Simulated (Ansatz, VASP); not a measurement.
# Two plane-wave programs on Cr2TeSe

```
Te Se Cr
1.0
     4.03908    0.00000    0.00000
    -2.01954    3.49795    0.00000
     0.00000    0.00000    6.46208
Te Se Cr
1 1 2
Cartesian
  0.0000 0.0000 3.2310
  0.0000 2.3320 0.0000
  2.0195 1.1660 4.9257
  2.0195 1.1660 1.5363
```

Change from the starting cell: volume scaled by 1.06.

Alike in both runs: task single point; functional PBE; k mesh 8 × 8 × 4; occupations fermi-dirac, width 0.05 eV; collinear spin, ferromagnetic start.

|  | VASP | Ansatz |
| --- | --- | --- |
| version | VASP 6.6.1 | Ansatz 0.2.0 |
| potentials or method | VASP PAW PBE potentials, release 64 (Te, Se, Cr_pv) | Ansatz PAW |
| plane-wave cutoff (eV) | 520 | 420 |
| valence electrons in the cell | 36 | 60 |

```tsv
	VASP	Ansatz	Ansatz less VASP
gap on the k mesh at the Fermi level (eV)	none	none	-
pressure (GPa)	-3.8	-3.8	-0.02
largest component of the traceless stress (GPa)	0.08	0.08	+0.004
net moment per atom (μB)	2.00	1.99	0.000
size of the moment on the site where the two differ most (μB)	3.74	3.71	-0.027
```

Site moments also hang on the region over which each program counts them. A gap of «none» marks a metal or a gap that the smearing closes. The functional is the same, so the differences come from potentials, cutoffs and numerics. The two sets of potentials don't hold the same shells in valence.

Caveats: only a ferromagnetic start was run, and an antiferromagnetic order may lie lower in energy. The runs have no spin-orbit coupling, so splittings on Te are missing.
